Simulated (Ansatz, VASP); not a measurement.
# NaB in VASP and in Ansatz

```
Na B
1.0
     0.00000    2.76439    2.68387
     2.76439    0.00000    2.68387
     2.76439    2.76439    0.00000
Na B
1 1
Direct
  0.00000 0.00000 0.00000
  0.50000 0.50000 0.50000
```

Change from the starting cell: strain +0.030 along x and y, +0.000 along z, atoms carried along.

Alike in both runs: task single point; functional PBE; k mesh 16 × 16 × 16; occupations gaussian, width 0.15 eV; no spin polarisation.

|  | VASP | Ansatz |
| --- | --- | --- |
| version | VASP 6.6.1 | Ansatz 0.2.0 |
| potentials or method | VASP PAW PBE potentials, release 64 (Na_pv, B) | scalar-relativistic, plane waves, PAW |
| plane-wave cutoff (eV) | 520 | 420 |
| valence electrons in the cell | 10 | 12 |

```csv
,VASP,Ansatz,Ansatz less VASP
gap on the k mesh at the Fermi level (eV),none,none,-
pressure (GPa),-1.1,-1.2,-0.09
largest component of the traceless stress (GPa),1.29,1.29,-0.005
```

A gap of «none» marks a metal or a gap that the smearing closes. The two sets of potentials don't hold the same shells in valence.
